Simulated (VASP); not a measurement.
## How biaxial strain in the (111) plane changes AlRh (Pm-3m)

Wanted: the elastic response of AlRh to biaxial strain in the (111) plane, with a fit that predicts a row left out.

Main program and level: VASP 6.6.1; PBEsol; plane waves and PAW (Rh_pv, Al); cell typed or built by script, in the first sound run; inputs show where later runs differ.

This is a report of a sequence of runs, with most program output left out.

## (1) Set-up

It takes space group Pm-3m (No. 221, cubic). Conventional cell: a = 2.970 Å, b = 2.970 Å, c = 2.970 Å, α = 90.00°, β = 90.00°, γ = 90.00°. Nearest to Rh lie 8 Al at 2.57 Å. Nearest to Al lie 8 Rh at 2.57 Å. Farther neighbours are not listed.

As a file:

```cif
data_structure
_symmetry_space_group_name_H-M 'P 1'
_symmetry_Int_Tables_number 1
_cell_length_a 2.9700
_cell_length_b 2.9700
_cell_length_c 2.9700
_cell_angle_alpha 90.000
_cell_angle_beta 90.000
_cell_angle_gamma 90.000
_cell_volume 26.20
loop_
_atom_site_label
_atom_site_type_symbol
_atom_site_fract_x
_atom_site_fract_y
_atom_site_fract_z
_atom_site_occupancy
Rh1 Rh 0.00000 0.00000 0.00000 1
Al2 Al 0.50000 0.50000 0.50000 1
```

## (2) Relax the crystal, PBEsol

The series starts from the cell that this level prefers, so that zero strain is near zero stress.

Level: PBEsol; plane waves and PAW (Rh_pv, Al); cell typed or built by script.

Input file INCAR:

```
SYSTEM = AlRh
PREC = Accurate
ENCUT = 450
EDIFF = 1E-07
NELM = 120
ISMEAR = 1
SIGMA = 0.15
LREAL = .FALSE.
ALGO = Normal
GGA = PS
NBANDS = 15
LASPH = .TRUE.
LORBIT = 11
LWAVE = .FALSE.
LCHARG = .FALSE.
KPAR = 8
IBRION = 2
NSW = 40
ISIF = 3
EDIFFG = -0.005
POTIM = 0.4
```

Input file POSCAR:

```
AlRh
1.0
    2.9700000000      0.0000000000      0.0000000000
    0.0000000000      2.9700000000      0.0000000000
    0.0000000000      0.0000000000      2.9700000000
Rh Al
1 1
Direct
    0.0000000000      0.0000000000      0.0000000000
    0.5000000000      0.5000000000      0.5000000000
```

Input file KPOINTS:

```
Automatic mesh
0
Gamma
17 17 17
0 0 0
```

PAW data sets: Rh_pv and Al (PBE family, release 64).

Run with:

```console
$ mpirun -np 8 vasp_std
```

Wall time 15 s (8 MPI ranks of Intel Xeon Platinum 8488C (Sapphire Rapids), shared host); peak memory 1.4 GiB.

Read from the output:

| Item | Value |
| --- | --- |
| energy(sigma→0) of the program | -14.4093 eV |
| stress, compression positive | 0.01 along [111], 0.01 across it (mean), GPa |
| volume | 26.248 Å³ |
| ionic steps | 3 |

## (3) Strain along the normal, PBEsol

One member in full: the plane is strained by 0.5 %, and the strain along the normal is moved by secant steps until the normal stress is under 0.012 GPa or five steps are spent; the atoms relax at each step.

This step took 3 runs, each at a new trial strain with the atoms of the one before; the last is shown.

Level: PBEsol; plane waves and PAW (Rh_pv, Al); cell typed or built by script.

INCAR, as its differences from that of step 2:

```diff
@@ -15,7 +15,7 @@
 LCHARG = .FALSE.
-KPAR = 8
-IBRION = 2
-NSW = 40
-ISIF = 3
-EDIFFG = -0.005
-POTIM = 0.4
+KPAR = 2
+IBRION = 1
+NSW = 25
+ISIF = 2
+EDIFFG = -0.004
+POTIM = 0.3
```

Input file POSCAR:

```
AlRh
1.0
    2.9783076000     -0.0084500130     -0.0084500130
   -0.0084500130      2.9783076000     -0.0084500130
   -0.0084500130     -0.0084500130      2.9783076000
Rh Al
1 1
Direct
    0.0000000000      0.0000000000      0.0000000000
    0.5000000000      0.5000000000      0.5000000000
```

KPOINTS is that of step 2.

Run with:

```console
$ mpirun -np 2 vasp_std
```

Wall time 37 s (2 MPI ranks); peak memory 0.5 GiB; 58 s of CPU time.

This run gave:

* energy(sigma→0) of the program: -14.4079 eV
* stress, compression positive: 0.00 along [111], -1.98 across it (mean), GPa
* ionic steps: 1

## (4) All members

The other members went through these steps as far as the tables show, with the same cutoff and, step by step, the same mesh; 26 runs are not shown. The session took 0.61 core hours (wall time by ranks) on a shared machine.

| in-plane strain (%) | strain along the normal (%) | in-plane stress, tension positive (GPa) | energy above the unstrained row, extrapolated to no smearing (meV/atom) |
| --- | --- | --- | --- |
| -2.000 | 1.600 | -8.746 | 14.173 |
| -1.500 | 1.175 | -6.448 | 7.953 |
| -1.000 | 0.767 | -4.221 | 3.546 |
| -0.500 | 0.378 | -2.072 | 0.922 |
| 0 | 0.004 | -0.007 | 0.000 |
| 0.500 | -0.353 | 1.984 | 0.716 |
| 1.000 | -0.688 | 3.924 | 3.033 |
| 1.500 | -1.000 | ? | ? |
| 2.000 | -1.291 | 7.647 | 12.365 |

## (5) Stress from the known rows

Fitting a parabola to the 8 known rows (e: strain in %) gives stress = − 0.1350 e² + 4.091 e − 0.01014 in GPa; the residuals are 0.015 GPa r.m.s.

At e = 1.5 this predicts 5.823 GPa.

## (6) The withheld row

The calculation gives 5.814 GPa, so the prediction is 0.009 GPa too high, within twice the residual of the fit.

Slopes at zero strain, from cubics through all rows: strain ratio -0.729, stress over strain 406 GPa.

## (7) Outcome

```
error of the predicted stress      : 0.009 GPa
ratio of normal to in-plane strain : -0.729
biaxial modulus                    : 406 GPa
```

**Reading.** As a check, the curvature of the energy gives 402 GPa for the same modulus (energy per volume = M × strain²), 1 % from the slope of the stress; these energies are extrapolated to no smearing, while the stress belongs to the free energy, so part of the difference may come from that. The energy also has a linear term worth 0.12 GPa that the stress column lacks, a mark of the finite basis or of the smearing. These are static values: temperature and zero-point motion are left out. In a metal the slopes also depend on mesh and smearing, which were held through the series.

[Lines on the potential files, build, host, timing and source positions are cut from VASP's logs without a mark.]

[Logs are printed without paths, hosts, clocks, repeated set-up lines and the standing remarks that a program may print on its own settings, such as how far it seeks lower states.]

[Hosts, paths, dates, database ids (printed as entryN), source tags and the programs' standing remarks are cut or masked in the printed files.]

[In band tables of VASP the shares of atoms and orbitals are scaled to a sum of 1 inside the atoms' spheres.]
